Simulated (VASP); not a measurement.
Consider the following.

```
Cu2Se
1.0
   -1.96588     3.19391     1.93633
    1.96588    -3.19391     1.93633
    1.96588     3.19391    -1.93633
Cu Se
2 1
Direct
  0.68351   0.38867   0.29484
  0.09383   0.38867   0.70516
  0.02667   0.02667   0.00000
```

Level of theory: PBEsol GGA, VASP's PBE PAW potentials (set 64) (plane waves; VASP 6.6.1). Numerical set-up: 400 eV cut-off, 12×12×12 Γ-centred mesh, tetrahedra with Blöchl corrections, potentials Cu Se.

Problem. Predict the energy per atom (σ→0), band gap (on the k-mesh) with the smallest direct gap where there is one.

Solution. 
The band gap (on the k-mesh) is none (metal, semimetal or under 0.01 eV). The energy per atom (σ→0) is -4.138 eV/atom.

Only differences to runs with the same potentials and settings are physical.

The structure comes from a computed database's Cu2Se entry (Imm2); how it stands against other phases isn't given here. It was relaxed first, which changed the volume by -6 %.
